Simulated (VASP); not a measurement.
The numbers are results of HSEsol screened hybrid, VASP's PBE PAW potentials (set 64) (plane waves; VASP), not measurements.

A VASP calculation is set up with these files.

File POSCAR:
```
CdSe
1
    0.0000000000     3.0396753714     3.0396753714
    3.0396753714     0.0000000000     3.0396753714
    3.0396753714     3.0396753714     0.0000000000
Cd Se
1 1
Direct
  0.0000000000   0.0000000000   0.0000000000
  0.2500000000   0.2500000000   0.2500000000
```

### INCAR
```
AEXX = 0.25
ALGO = Normal
EDIFF = 1E-6
ENCUT = 520
GGA = PS
HFSCREEN = 0.2
ISIF = 2
ISMEAR = 0
ISYM = 3
LASPH = .True.
LCHARG = .False.
LHFCALC = .True.
LMAXMIX = 4
LREAL = .False.
LWAVE = .False.
NELM = 60
PREC = Accurate
PRECFOCK = Fast
SIGMA = 0.05
SYSTEM = CdSe
```

KPOINTS:
```
Automatic mesh
0
Gamma
6 6 6
0 0 0
```

POTCAR, in this order: Cd Se (PBE.64 set). Program: vasp_std. Read from the step before: WAVECAR.

Output

### OSZICAR
```
       N       E                     dE             d eps       ncg     rms          rms(c)
DAV:   1    -0.733138884321E+01   -0.73314E+01   -0.35973E-01   416   0.587E+00    0.169E+00
DAV:   2    -0.733606329735E+01   -0.46745E-02   -0.24602E-02   471   0.215E+00    0.110E+00
DAV:   3    -0.733551871379E+01    0.54458E-03   -0.11361E-03   466   0.458E-01    0.663E-01
DAV:   4    -0.733530265969E+01    0.21605E-03   -0.12136E-04   471   0.128E-01    0.385E-01
DAV:   5    -0.733523086112E+01    0.71799E-04   -0.32912E-05   451   0.556E-02    0.222E-01
DAV:   6    -0.733520822643E+01    0.22635E-04   -0.10162E-05   446   0.303E-02    0.128E-01
DAV:   7    -0.733520040176E+01    0.78247E-05   -0.26017E-06   431   0.158E-02    0.742E-02
DAV:   8    -0.733519759473E+01    0.28070E-05   -0.99250E-07   356   0.913E-03    0.429E-02
DAV:   9    -0.733519671643E+01    0.87830E-06   -0.38065E-07   218   0.547E-03
   1 F= -.73351967E+01 E0= -.73351967E+01  d E =-.742029E-17
```

File OUTCAR:
```
------------------------ aborting loop because EDIFF is reached ----------------------------------------
  FORCE on cell =-STRESS in cart. coord.  units (eV):
  Direction    XX          YY          ZZ          XY          YZ          ZX
  --------------------------------------------------------------------------------------
  Total       -0.0433247     -0.0433247     -0.0433247      0.0000000     -0.0000000      0.0000000
  in kB       -1.2357617     -1.2357617     -1.2357617      0.0000000     -0.0000000      0.0000000
  external PRESSURE =      -1.2357617 kB  Pullay stress =       0.0000000 kB
  volume of cell :       56.17
      direct lattice vectors                 reciprocal lattice vectors
     0.000000000  3.039675371  3.039675371    -0.164491250  0.164491250  0.164491250
     3.039675371  0.000000000  3.039675371     0.164491250 -0.164491250  0.164491250
     3.039675371  3.039675371  0.000000000     0.164491250  0.164491250 -0.164491250
  FREE ENERGIE OF THE ION-ELECTRON SYSTEM (eV)
  ---------------------------------------------------
  free  energy   TOTEN  =        -7.3351967164 eV

  energy  without entropy=       -7.3351967164  energy(sigma->0) =       -7.33519672

  exchange ACFDT corr.  =         0.00000000  see jH, gK, PRB 81, 115126
```
(Selected blocks of OUTCAR.)

### OUTCAR
```
 val. band max:        0.2535740092   @ k =   0.0000   0.0000   0.0000

 cond. band min:       1.6769724443   @ k =   0.0000   0.0000   0.0000


 Fermi energy:         0.5346315247

 k-point     1 :       0.0000    0.0000    0.0000
  band No.  band energies     occupation
      1     -13.5064      2.00000
      2      -8.8843      2.00000
      3      -8.8843      2.00000
      4      -8.8843      2.00000
      5      -8.5021      2.00000
      6      -8.5021      2.00000
      7       0.2536      2.00000
      8       0.2536      2.00000
      9       0.2536      2.00000
     10       1.6770      0.00000
     11       7.1734      0.00000
     12       7.1734      0.00000
     13       7.1734      0.00000

 k-point     2 :       0.1667    0.0000    0.0000
  band No.  band energies     occupation
      1     -13.4035      2.00000
      2      -8.8554      2.00000
      3      -8.8554      2.00000
      4      -8.7853      2.00000
      5      -8.5032      2.00000
      6      -8.5032      2.00000
      7      -1.4909      2.00000
      8       0.0266      2.00000
      9       0.0266      2.00000
     10       2.9861      0.00000
     11       6.9102      0.00000
     12       7.5233      0.00000
     13       7.5233      0.00000

 k-point     3 :       0.3333    0.0000    0.0000
  band No.  band energies     occupation
      1     -13.1961      2.00000
      2      -8.8068      2.00000
      3      -8.8068      2.00000
      4      -8.4936      2.00000
      5      -8.4936      2.00000
      6      -8.4579      2.00000
      7      -3.5399      2.00000
      8      -0.3764      2.00000
      9      -0.3764      2.00000
     10       3.5596      0.00000
     11       7.7557      0.00000
     12       7.7557      0.00000
     13       7.8154      0.00000

 k-point     4 :       0.5000    0.0000    0.0000
  band No.  band energies     occupation
      1     -13.0926      2.00000
      2      -8.7888      2.00000
      3      -8.7888      2.00000
...
```

The compound is CdSe in the zinc blende structure, whereas wurtzite is the usual form. This cell is one point of a volume scan, at 0.94 of the reference volume. The cell's shape comes from a PBE relaxation.
